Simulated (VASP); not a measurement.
Output of a VASP run:

File OUTCAR:
```
 ion  position               nearest neighbor table
   1  0.000  0.000  0.000-   4 2.07   5 2.07   4 2.07   5 2.07   3 2.07   6 2.07   2 3.74   2 3.74
                             2 3.74   2 3.74   2 3.74   2 3.74   2 3.74   2 3.74
   2  0.500  0.500  0.500-   3 2.07   6 2.07   3 2.07   6 2.07   5 2.07   4 2.07   1 3.74   1 3.74
                             1 3.74   1 3.74   1 3.74   1 3.74   1 3.74   1 3.74
   3  0.307  0.307  0.000-   2 2.07   2 2.07   1 2.07
   4  0.807  0.193  0.500-   1 2.07   1 2.07   2 2.07
   5  0.193  0.807  0.500-   1 2.07   1 2.07   2 2.07
   6  0.693  0.693  0.000-   2 2.07   2 2.07   1 2.07
  LATTYP: Found a simple tetragonal cell.
 ALAT       =     4.7838969972
 C/A-ratio  =     0.6706016752
 Subroutine PRICEL returns:
 Original cell was already a primitive cell.
 Subroutine GETGRP returns: Found 16 space group operations
The static configuration has the point symmetry D_2h.
 The point group associated with its full space group is D_4h.
The dynamic configuration has the point symmetry D_2h.
 Subroutine INISYM returns: Found 16 space group operations
 Subroutine IBZKPT returns following result:
 Found     24 irreducible k-points:

 Following reciprocal coordinates:
            Coordinates               Weight
  0.000000  0.000000  0.000000      1.000000
  0.200000  0.000000  0.000000      4.000000
  0.400000  0.000000  0.000000      4.000000
  0.200000  0.200000  0.000000      4.000000
  0.400000  0.200000  0.000000      8.000000
  0.400000  0.400000  0.000000      4.000000
  0.000000  0.000000  0.142857      2.000000
  0.200000  0.000000  0.142857      8.000000
  0.400000  0.000000  0.142857      8.000000
  0.200000  0.200000  0.142857      8.000000
  0.400000  0.200000  0.142857     16.000000
  0.400000  0.400000  0.142857      8.000000
  0.000000  0.000000  0.285714      2.000000
  0.200000  0.000000  0.285714      8.000000
  0.400000  0.000000  0.285714      8.000000
  0.200000  0.200000  0.285714      8.000000
  0.400000  0.200000  0.285714     16.000000
  0.400000  0.400000  0.285714      8.000000
  0.000000  0.000000  0.428571      2.000000
  0.200000  0.000000  0.428571      8.000000
  0.400000  0.000000  0.428571      8.000000
  0.200000  0.200000  0.428571      8.000000
  0.400000  0.200000  0.428571     16.000000
  0.400000  0.400000  0.428571      8.000000
   k-points           NKPTS =     24   k-points in BZ     NKDIM =     24   number of bands    NBANDS=     31
   number of dos      NEDOS =    301   number of ions     NIONS =      6
   total plane-waves  NPLWV =  31104
   dimension x,y,z NGX =    36 NGY =   36 NGZ =   24
   dimension x,y,z NGXF=    72 NGYF=   72 NGZF=   48
   ions per type =               2   4
   PREC   = accura    normal or accurate (medium, high low for compatibility)
   ISTART =      0    job   : 0-new  1-cont  2-samecut
   ICHARG =      2    charge: 1-file 2-atom 10-const
   ISPIN  =      1    spin polarized calculation?
   LNONCOLLINEAR =      F non collinear calculations
   LSORBIT =      F    spin-orbit coupling
   INIWAV =      1    electr: 0-lowe 1-rand  2-diag
   ENCUT  =  520.0 eV  38.22 Ry    6.18 a.u.   8.89  8.89  5.96*2*pi/ulx,y,z
   NELM   =    100;   NELMIN=  2; NELMDL= -5     # of ELM steps
   EDIFF  = 0.1E-06   stopping-criterion for ELM
   LREAL  =      F    real-space projection
   NLSPLINE    = F    spline interpolate recip. space projectors
   LMAXMIX     =    4 max onsite mixed and CHGCAR
   VOSKOWN=      0    Vosko Wilk Nusair interpolation
   EDIFFG = -.1E-01   stopping-criterion for IOM
   NSW    =     30    number of steps for IOM
   NBLOCK =      1;   KBLOCK =     30    inner block; outer block
   IBRION =      2    ionic relax: 0-MD 1-quasi-New 2-CG
   NFREE  =      1    steps in history (QN), initial steepest desc. (CG)
   ISIF   =      4    stress and relaxation
   ISYM   =      2    0-nonsym 1-usesym 2-fastsym
   TEIN   =    0.0    initial temperature
   TEBEG  =    0.0;   TEEND  =   0.0 temperature during run
   SMASS  =  -3.00    Nose mass-parameter (am)
   PSTRESS=    0.0 pullay stress
   NELECT =      52.0000    total number of electrons
...
```

### OSZICAR
```
...
DAV:   4    -0.433304875657E+02   -0.42612E+01   -0.42444E+01  1756   0.533E+01
DAV:   5    -0.434564750292E+02   -0.12599E+00   -0.12594E+00  1838   0.935E+00    0.159E+01
DAV:   6    -0.371795012744E+02    0.62770E+01   -0.25119E+01  2380   0.721E+01    0.580E+00
DAV:   7    -0.372948508588E+02   -0.11535E+00   -0.20781E+00  1635   0.860E+00    0.327E+00
DAV:   8    -0.372797314433E+02    0.15119E-01   -0.28794E-01  2173   0.539E+00    0.758E-01
DAV:   9    -0.372658271567E+02    0.13904E-01   -0.85638E-02  2342   0.404E+00    0.154E-01
DAV:  10    -0.372664689418E+02   -0.64179E-03   -0.55326E-03  2123   0.686E-01    0.448E-02
DAV:  11    -0.372665739656E+02   -0.10502E-03   -0.27864E-04  2178   0.163E-01    0.166E-02
DAV:  12    -0.372665780780E+02   -0.41124E-05   -0.21916E-05  2131   0.489E-02    0.123E-02
DAV:  13    -0.372665747375E+02    0.33404E-05   -0.14401E-05  2393   0.485E-02    0.222E-03
DAV:  14    -0.372665747008E+02    0.36697E-07   -0.13480E-06  2066   0.119E-02    0.106E-03
DAV:  15    -0.372665747134E+02   -0.12561E-07   -0.34564E-08  1129   0.167E-03
   1 F= -.37266575E+02 E0= -.37266575E+02  d E =-.372666E+02
       N       E                     dE             d eps       ncg     rms          rms(c)
DAV:   1    -0.372762121209E+02   -0.96374E-02   -0.14305E+00  1560   0.840E+00    0.643E-01
DAV:   2    -0.372742253169E+02    0.19868E-02   -0.65306E-02  1817   0.226E+00    0.368E-01
DAV:   3    -0.372699225035E+02    0.43028E-02   -0.50302E-03  2165   0.939E-01    0.913E-02
DAV:   4    -0.372699088940E+02    0.13610E-04   -0.18857E-03  1941   0.315E-01    0.304E-02
DAV:   5    -0.372699022956E+02    0.65983E-05   -0.17566E-04  1727   0.130E-01    0.108E-02
DAV:   6    -0.372699014613E+02    0.83434E-06   -0.19036E-05  2159   0.540E-02    0.461E-03
DAV:   7    -0.372699016104E+02   -0.14907E-06   -0.18254E-06  1834   0.137E-02    0.256E-03
DAV:   8    -0.372699018205E+02   -0.21014E-06   -0.23872E-07  1532   0.372E-03    0.478E-04
DAV:   9    -0.372699018321E+02   -0.11541E-07   -0.33095E-08  1024   0.185E-03
   2 F= -.37269902E+02 E0= -.37269902E+02  d E =-.332712E-02
       N       E                     dE             d eps       ncg     rms          rms(c)
DAV:   1    -0.372699520476E+02   -0.50227E-04   -0.71528E-03  1574   0.594E-01    0.455E-02
DAV:   2    -0.372699429336E+02    0.91140E-05   -0.32696E-04  1840   0.164E-01    0.260E-02
DAV:   3    -0.372699218955E+02    0.21038E-04   -0.24988E-05  2183   0.657E-02    0.638E-03
DAV:   4    -0.372699218209E+02    0.74659E-07   -0.94768E-06  1961   0.219E-02    0.212E-03
DAV:   5    -0.372699216661E+02    0.15479E-06   -0.92066E-07  1725   0.943E-03    0.742E-04
DAV:   6    -0.372699216902E+02   -0.24088E-07   -0.82618E-08  1115   0.391E-03
   3 F= -.37269922E+02 E0= -.37269922E+02  d E =-.334698E-02
       N       E                     dE             d eps       ncg     rms          rms(c)
DAV:   1    -0.372701788504E+02   -0.25718E-03   -0.29270E-02  1495   0.121E+00    0.927E-02
DAV:   2    -0.372700993662E+02    0.79484E-04   -0.61222E-04  2123   0.257E-01    0.551E-02
DAV:   3    -0.372700334613E+02    0.65905E-04   -0.55104E-05  2328   0.106E-01    0.756E-03
DAV:   4    -0.372700340236E+02   -0.56236E-06   -0.14690E-05  1956   0.275E-02    0.287E-03
DAV:   5    -0.372700342271E+02   -0.20344E-06   -0.53324E-07  1664   0.761E-03    0.930E-04
DAV:   6    -0.372700342282E+02   -0.10841E-08   -0.34495E-08   954   0.277E-03
   4 F= -.37270034E+02 E0= -.37270034E+02  d E =-.112538E-03
```

**OUTCAR**
```
------------------------ aborting loop because EDIFF is reached ----------------------------------------
  FORCE on cell =-STRESS in cart. coord.  units (eV):
  Direction    XX          YY          ZZ          XY          YZ          ZX
  --------------------------------------------------------------------------------------
  Total        2.5385028      2.5385028      2.5665286     -0.0000000      0.0000000      0.0000000
  in kB       55.3959664     55.3959664     56.0075523     -0.0000000      0.0000000      0.0000000
  external PRESSURE =      55.5998283 kB  Pullay stress =       0.0000000 kB
  volume of cell :       73.42
      direct lattice vectors                 reciprocal lattice vectors
     4.771284918 -0.000000000  0.000000000     0.209587148 -0.000000000  0.000000000
     0.000000000  4.771284918  0.000000000     0.000000000  0.209587148  0.000000000
     0.000000000  0.000000000  3.225071832     0.000000000  0.000000000  0.310070613
 POSITION                                       TOTAL-FORCE (eV/Angst)
 -----------------------------------------------------------------------------------
      0.00000      0.00000      3.22507        -0.000000     -0.000000      0.000000
      2.38564      2.38564      1.61254        -0.000000     -0.000000      0.000000
      1.45974      1.45974      0.00000         0.003926      0.003926     -0.000000
      3.84539      0.92590      1.61254         0.003926     -0.003926      0.000000
      0.92590      3.84539      1.61254        -0.003926      0.003926     -0.000000
      3.31154      3.31154      3.22507        -0.003926     -0.003926      0.000000
 -----------------------------------------------------------------------------------
    total drift:                                0.000000      0.000000      0.000000
  FREE ENERGIE OF THE ION-ELECTRON SYSTEM (eV)
  ---------------------------------------------------
  free  energy   TOTEN  =       -37.2700342282 eV

  energy  without entropy=      -37.2700342282  energy(sigma->0) =      -37.27003423

 reached required accuracy - stopping structural energy minimisation
```
(Selected blocks of OUTCAR.)

File POSCAR:
```
SnO2
1
    4.7838969972     0.0000000000     0.0000000000
    0.0000000000     4.7838969972     0.0000000000
    0.0000000000     0.0000000000     3.2080893403
Sn O
2 4
Direct
  0.0000000000   0.0000000000   0.0000000000
  0.5000000000   0.5000000000   0.5000000000
  0.3065850002   0.3065850002   0.0000000000
  0.8065850002   0.1934149998   0.5000000000
  0.1934149998   0.8065850002   0.5000000000
  0.6934149998   0.6934149998   1.0000000000
```

Task: Write an INCAR and KPOINTS that could have produced this output.

Result: Several could match; the one computed here: the input of the run itself, PBE GGA, plane waves, VASP's PBE PAW potentials (set 64).

**INCAR**
```
# general
SYSTEM  = SnO2
PREC    = Accurate
ENCUT   = 520   # plane-wave cut-off (eV)
LREAL   = .False.   # projection in real space or not
LASPH   = .True.

# electronic loop
EDIFF   = 1E-7
NELM    = 100   # most electronic steps
ALGO    = Normal   # blocked Davidson
LMAXMIX = 4   # l cut-off of mixed one-centre charges

# smearing
ISMEAR  = 0   # Gaussian
SIGMA   = 0.05   # width (eV)

# functional
GGA     = PE   # PBE

# ions
IBRION  = 2
NSW     = 30   # most ionic steps
ISIF    = 4   # ions and shape, fixed volume
EDIFFG  = -0.01

# output
LWAVE   = .False.
LCHARG  = .False.
```

### KPOINTS
```
Automatic mesh
0
Gamma
5 5 7
0 0 0
```

POTCAR, in this order: Sn_d O (PBE.64 set). Program: vasp_std.

The compound is SnO2 in the rutile structure. This cell is one point of a volume scan, at 0.97 of the reference volume. Symmetry was kept, so distortions that lower it aren't found.
